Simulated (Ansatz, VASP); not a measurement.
# Ti3O (Ti3O (P-31c)) in two plane-wave programs, part 2 of 2

Aim: how closely do two programs agree when they are given the same cell, functional and k mesh? The cell is taken from a series of runs on this material, whose earlier steps may have relaxed, scaled, displaced or heated it; both programs get it as it stands.

VASP 6.6.1 and Ansatz 0.2.0.

So far: Set-up; VASP: relaxation of cell and atoms, r2SCAN.

**3. Ansatz: relaxation of cell and atoms, r2SCAN**

Level of this step: Ansatz beside VASP: Kohn-Sham DFT, plane waves, r2SCAN (Ansatz).

Ansatz runs on its PAW soft_1 files.

The same cell, functional, mesh and smearing now go to Ansatz.

The input, input.yaml:

```yaml
crystal:
  lattice:
    - [5.1373382, 0.0, 0.0]
    - [-2.5686691, 4.4490654, 0.0]
    - [0.0, 0.0, 9.4828916]
  atoms:
    - { symbol: Ti, position: [0.67200364, 0.00586071, 0.38296909] }
    - { symbol: Ti, position: [0.33385706, 0.32799636, 0.38296909] }
    - { symbol: Ti, position: [0.66614294, 0.99413929, 0.88296909] }
    - { symbol: Ti, position: [0.00586071, 0.67200364, 0.88296909] }
    - { symbol: Ti, position: [0.32799636, 0.33385706, 0.88296909] }
    - { symbol: Ti, position: [0.00586071, 0.33385706, 0.61703091] }
    - { symbol: Ti, position: [0.32799636, 0.99413929, 0.61703091] }
    - { symbol: Ti, position: [0.66614294, 0.67200364, 0.61703091] }
    - { symbol: Ti, position: [0.99413929, 0.66614294, 0.38296909] }
    - { symbol: Ti, position: [0.67200364, 0.66614294, 0.11703091] }
    - { symbol: Ti, position: [0.99413929, 0.32799636, 0.11703091] }
    - { symbol: Ti, position: [0.33385706, 0.00586071, 0.11703091] }
    - { symbol: O, position: [0.33333333, 0.66666667, 0.75] }
    - { symbol: O, position: [0.66666667, 0.33333333, 0.25] }
    - { symbol: O, position: [0.0, 0.0, 0.75] }
    - { symbol: O, position: [0.0, 0.0, 0.25] }
basis:
  ecutwfc: 500
  xc_grid: 2
hamiltonian:
  xc: r2scan
  pseudopotentials: { kind: paw, azcp: { folder: soft_1 } }
kpoints:
  mp_grid: { grid: [9, 9, 4] }
scf:
  occupations: { method: fermi_dirac, width: 0.05 }
  max_iter: 150
output:
  forces: true
  stress: true
relax:
  f_tol: 0.01
  max_steps: 60
  cell: {}
checkpoint:
  write: "../r2scan.run"
  compress: false
  write_wavefunctions: false
  write_every: 100000
```

Command:

```
$ ansatz run input.yaml --threads 4 --pin off --max-ram 6594MiB --backend cpu --events-out ev --progress --plain --runs-dir out
```

Numbers of over 12 decimals in the logs are rounded to 6 here.

The program printed:

```text
Engine: ansatz 0.2.0, aarch64-unknown-linux-gnu
Pseudopotentials: kind: paw
Pseudopotential: Ti, paw, valence charge 12, recommended cutoff 500 eV (meta_gga), soft_1/Ti.paw.azcp
Pseudopotential: O, paw, valence charge 6, recommended cutoff 500 eV (meta_gga), soft_1/O.paw.azcp
Functional definition: r2SCAN
  parameter k0 = 0.174
  parameter k1 = 0.065
  parameter a1 = 4.9479
  exchange = r2scan_x(k0 = k0, k1 = k1, a1 = a1)
  correlation = r2scan_c
Crystal: 16 atoms, lattice volume = 216.744 Å³
Basis set: ecut = 500 eV, 5531 PW (Γ), exchange–correlation on 80×80×144 points (8 copies of the dense FFT grid, shifted against one another)
Bands: 101, of which v1, the nominal top of the filled ones, is band 84 counted from 1 (83 counted from 0)
Symmetry: 12 space group operations
Space group: P-31c (ITA 163), of the structure as read, at distance tolerance 6.0e-5 Å
k-points: 43 of 324
Non-local potential: Ti, projectors of the file, l = 0: 3, l = 1: 2, l = 2: 3, l = 3: 1
Non-local potential: O, projectors of the file, l = 0: 2, l = 1: 2, l = 2: 1
PAW form: soft (Blöchl's): semilocal exchange-correlation on the pseudo side does not see the compensation charge
PAW frozen core: Ti, regenerated for the run's functional (the file was generated under x = pbe(κ = 0.804, μ = 0.219515), c = pbe(β = 0.066725))
PAW frozen core: O, regenerated for the run's functional (the file was generated under x = pbe(κ = 0.804, μ = 0.219515), c = pbe(β = 0.066725))
PAW one-centre angular grid: Ti, 590 points (default); XC on 160 Gauss nodes
PAW one-centre angular grid: O, 302 points (default); XC on 160 Gauss nodes
Initial density: superposition of atomic densities (chi_scale 0.1, normalization cell, long waves kept (reshape's long-wave potential 0.09 eV rms))
Initial wavefunctions: pseudopotential atomic-orbital guess
Functional: x = r2scan, c = r2scan; τ floored in thin density (d = 2e-4 eV/Å³)
SCF iter   1: F=—  HF=-32356.018886 eV  |F-HF|=—  |Δ(HF+E_count)|=         —  Δρ=1.43e-1  dr2=8.04e1  dr2_τ=1.00e0  ethr=3.10e-3  ⟨swp⟩=6.6  Hψ=16255  notcnv=0  defer=6
preconditioner: auto → Kerker (q_TF=auto, 2.615 Å⁻¹)  [metal: Δε(μ)=0.012 eV  Ē_g=5.878 eV  σ=0.050 eV  W_gap=0.06  n_scr=66 (ndim 8)  ℏωp=21.4 eV  f_vac=0.000  D(μ)=7.04/eV (n_scr^D=36)]
SCF iter   2: F=—  HF=-32343.360610 eV  |F-HF|=—  |Δ(HF+E_count)|=    1.27e1  Δρ=5.26e-2  dr2=1.45e1  dr2_τ=1.18e0  ethr=3.10e-3  ⟨swp⟩=4.2  Hψ=9638  notcnv=0  defer=102
SCF iter   3: F=—  HF=-32342.251290 eV  |F-HF|=—  |Δ(HF+E_count)|=    1.11e0  Δρ=2.80e-2  dr2=6.33e0  dr2_τ=9.18e-2  ethr=3.10e-3  ⟨swp⟩=2.3  Hψ=7241  notcnv=0  defer=91
SCF iter   4: F=—  HF=-32341.061214 eV  |F-HF|=—  |Δ(HF+E_count)|=    1.19e0  Δρ=8.15e-3  dr2=3.52e-1  dr2_τ=1.43e-2  ethr=3.10e-3  ⟨swp⟩=2.5  Hψ=6239  notcnv=0  defer=91
SCF iter   5: F=—  HF=-32341.025697 eV  |F-HF|=—  |Δ(HF+E_count)|=   3.55e-2  Δρ=2.29e-3  dr2=1.38e-2  dr2_τ=5.48e-4  ethr=2.10e-4  ⟨swp⟩=3.8  Hψ=7509  notcnv=0  defer=80
SCF iter   6: F=—  HF=-32341.029029 eV  |F-HF|=—  |Δ(HF+E_count)|=   3.33e-3  Δρ=7.25e-4  dr2=1.16e-3  dr2_τ=7.99e-5  ethr=8.23e-6  ⟨swp⟩=2.0  Hψ=5892  notcnv=0  defer=80
SCF iter   7: F=—  HF=-32341.029051 eV  |F-HF|=—  |Δ(HF+E_count)|=   2.21e-5  Δρ=2.61e-4  dr2=1.33e-4  dr2_τ=1.48e-5  ethr=6.92e-7  ⟨swp⟩=2.0  Hψ=5820  notcnv=0  defer=80
SCF iter   8: F=—  HF=-32341.029023 eV  |F-HF|=—  |Δ(HF+E_count)|=   2.82e-5  Δρ=9.46e-5  dr2=1.63e-5  dr2_τ=2.16e-6  ethr=7.93e-8  ⟨swp⟩=2.0  Hψ=5756  notcnv=0  defer=80
SCF iter   9: F=—  HF=-32341.029228 eV  |F-HF|=—  |Δ(HF+E_count)|=   2.04e-4  Δρ=2.09e-5  dr2=1.09e-6  dr2_τ=7.23e-8  ethr=9.71e-9  ⟨swp⟩=2.0  Hψ=5871  notcnv=0  defer=80
SCF iter  10: F=-32341.029228 eV  HF=-32341.029228 eV  |F-HF|=3.00e-8  |Δ(HF+E_count)|=   5.47e-8  Δρ=5.84e-6  dr2=8.57e-8  dr2_τ=4.56e-9  ethr=5.95e-11  ⟨swp⟩=3.0  Hψ=15348  notcnv=0
SCF 1 converged in 10 iterations: F = -32341.029228 eV  dr2 = 8.57e-8
  greatest PAW one-centre occupation: 1.000 electrons in one spin orbital (limit 2), on the Ti atom at site 11 (counted from 0), in its partial waves of l = 0
relax step   1: F+E_penalty+E_count = -32341.02922766 eV  Δ(F+E_penalty+E_count) = +0.000e0 eV  max|allowed force component| = 7.028e-2 eV/Å  Δτ_max = 0.0000 Å  P = -0.631 GPa  Ω = 216.744 Å³  (10 SCF iters, dr2 threshold 1.00e-7 eV, accepted)
[...]
relax step   3: F+E_penalty+E_count = -32341.03380504 eV  Δ(F+E_penalty+E_count) = -1.173e-3 eV  max|allowed force component| = 5.413e-3 eV/Å  Δτ_max = 0.0018 Å  P = +0.087 GPa  Ω = 216.010 Å³  energy of the carried Pulay correction = +6.092e-4 eV  (5 SCF iters, dr2 threshold 6.20e-7 eV, accepted)
[...]
relax step   4: F+E_penalty+E_count = -32341.03376504 eV  Δ(F+E_penalty+E_count) = +4.001e-5 eV  max|allowed force component| = 2.257e-3 eV/Å  Δτ_max = 0.0004 Å  P = +0.012 GPa  Ω = 216.120 Å³  energy of the carried Pulay correction = +5.177e-4 eV  (6 SCF iters, dr2 threshold 2.77e-8 eV, accepted)
[...]
relax step   5: F+E_penalty+E_count = -32341.03324279 eV  Δ(F+E_penalty+E_count) = +5.222e-4 eV  max|allowed force component| = 2.234e-3 eV/Å  Δτ_max = 0.0000 Å  P = +0.012 GPa  Ω = 216.120 Å³  stress off target by 2.60e-2 GPa  SCF on the basis re-selected at this cell (its energy is not comparable with the rows above)  (4 SCF iters)
basis re-selected at this cell: Δ(F+E_penalty+E_count) = +5.222e-4 eV, ΔP = -0.000 GPa vs the last step (what re-selecting the basis moved, of the pressure what is left beyond the Pulay correction that the steps carried, after the strain that the cell walked since its last selection, with what the two solves' SCF thresholds leave and, on support functions, any second-order correction that the steps lacked; it is no m [...]
SCF converged after 4 iterations
Free energy (F): -32341.033243 eV
Harris-Foulkes:  -32341.033243 eV  (|F-HF|=2.18e-11)
Internal energy: -32340.966275 eV  (E = F + TS)
E sigma→0 (E₀):  -32340.999759 eV
Entropy (-TS):   -0.066968 eV (-4.185 meV/atom)
Fermi energy:    14.445334 eV
--- Per-component energies (eV) ---
  E_band       = -1900.899755
  E_kinetic    = 4057.756188
  E_local      = -11280.229480  (includes V_loc(G=0)·N_el)
  E_nonlocal   = 922.650082
  E_hartree    = 4460.880996
  E_xc         = -1635.787393
  E_vxc        = -2346.005675  (∫ρ·V_xc dr)
  E_paw        = -13264.042365  (= ΣΔE_a)
  E_vpaw       = -2326.352113  (= ΣTr[D̂ρ^β])
  E_aug_tail   = 0.000734  (compensation charges beyond the density's cutoff)
  E_vtau       = 149.519518  (kinetic-family band-sum trace: ∫τ·v_τ [+ j·A + Jᵃ·Aᵃ] dr)
  E_ewald      = -15599.025796
  E_core_change = -3.169241  (= ΣΔE_core)
  E_smearing   = -0.066968  (= −TS)
  E_closure    = 0.000000  (closes the sum)
  Σ components = -32341.033243   (vs F -32341.033243, Δ=0.00e0)
--- Forces (eV/Å), atoms counted from 1 ---
  atom   1  Ti    -0.00034389    -0.00117778    -0.00223408
  atom   2  Ti    -0.00084804     0.00088671    -0.00223408
  atom   3  Ti    -0.00034389     0.00117778    -0.00223408
  atom   4  Ti    -0.00084804    -0.00088671    -0.00223408
  atom   5  Ti     0.00119193    -0.00029107    -0.00223408
  atom   6  Ti    -0.00119193    -0.00029107     0.00223408
  atom   7  Ti     0.00034389     0.00117778     0.00223408
  atom   8  Ti     0.00084804    -0.00088671     0.00223408
  atom   9  Ti     0.00119193     0.00029107    -0.00223408
  atom  10  Ti    -0.00119193     0.00029107     0.00223408
  atom  11  Ti     0.00084804     0.00088671     0.00223408
  atom  12  Ti     0.00034389    -0.00117778     0.00223408
  atom  13  O     -0.00000000     0.00000000    -0.00000000
  atom  14  O      0.00000000    -0.00000000     0.00000000
  atom  15  O      0.00000000     0.00000000     0.00000000
  atom  16  O     -0.00000000    -0.00000000    -0.00000000
  max |Σ_I F_I| component: 5.27e-17 eV/Å
--- Stress (GPa, compression-positive) ---
        0.004558       0.000000       0.000000
        0.000000       0.004558       0.000000
        0.000000       0.000000       0.026035
  P = ⅓ Tr σ = 0.0117 GPa (0.117 kbar)
--- Relaxed structure (4 steps of the walk, 4 accepted, 1 SCFs on fresh bases) ---
  F+E_penalty+E_count = -32341.03324279 eV   max|allowed force component| = 2.234e-3 eV/Å   (the final SCF, on the basis selected at the relaxed cell)
  cell:  # Å, volume = 216.1198 Å³
    - [5.133624, 0.0, 0]
    - [-2.566812, 4.445849, 0]
    - [0, 0, 9.469255]
  atoms:
    - { symbol: Ti, position: [0.672640, 0.00652597, 0.382573] }
    - { symbol: Ti, position: [0.333886, 0.327360, 0.382573] }
    - { symbol: Ti, position: [0.666114, 0.993474, 0.882573] }
    - { symbol: Ti, position: [0.00652597, 0.672640, 0.882573] }
    - { symbol: Ti, position: [0.327360, 0.333886, 0.882573] }
    - { symbol: Ti, position: [0.00652597, 0.333886, 0.617427] }
    - { symbol: Ti, position: [0.327360, 0.993474, 0.617427] }
    - { symbol: Ti, position: [0.666114, 0.672640, 0.617427] }
    - { symbol: Ti, position: [0.993474, 0.666114, 0.382573] }
    - { symbol: Ti, position: [0.672640, 0.666114, 0.117427] }
    - { symbol: Ti, position: [0.993474, 0.327360, 0.117427] }
    - { symbol: Ti, position: [0.333886, 0.00652597, 0.117427] }
    - { symbol: O, position: [0.333333, 0.666667, 0.75] }
    - { symbol: O, position: [0.666667, 0.333333, 0.250000] }
    - { symbol: O, position: [0, 0, 0.75] }
    - { symbol: O, position: [0, 0, 0.250000] }
```

In the SCF lines HF is the Harris–Foulkes energy and dr2 the Hartree energy of the density residual, in eV; the loop may stop once dr2 is under the threshold and the program's other checks hold. Hψ counts applications of the Hamiltonian.

**4. Differences**

Known differences besides the potentials themselves: VASP keeps PBE cores, Ansatz makes them for the functional; the cutoff is 500 eV in Ansatz and 660 eV in VASP; Ansatz adds a Pulay correction to the stress that steers its cell, VASP none; in our runs with r2SCAN, forces from VASP's data set Ti_sv part from Ansatz's all-electron ones, so neither program is the reference here. Total energies have different zeros and are not compared.

Compared:

| quantity | Ansatz | VASP | difference |
| --- | --- | --- | --- |
| volume (Å³) | 216.12 | 216.91 | -0.36 % |
| edge a after relaxation, in the typed setting (Å) | 5.134 | 5.138 | -0.09 % |
| edge c after relaxation, in the typed setting (Å) | 9.469 | 9.487 | -0.19 % |

**5. What came out**

```yaml
difference_in_volume_relaxation_of_cell_and_atoms_r2scan: -0.36 %
```

In words: The difference in volume is -0.36 % (relaxation of cell and atoms, r2SCAN), within the 1.2 % picked in this series as the mark of a large difference, as far as the stopping tolerances let one tell. Such differences can come from data sets, numerical settings and the points named under the comparisons, not from the functional's error against experiment.

[Lines on the potential files, build, host, timing and source positions are cut from VASP's logs without a mark.]

[Logs are printed without paths, hosts, clocks, repeated set-up lines and the standing remarks that a program may print on its own settings, such as how far it seeks lower states.]

[Hosts, paths, dates, database ids (printed as entryN), source tags and the programs' standing remarks are cut or masked in the printed files.]
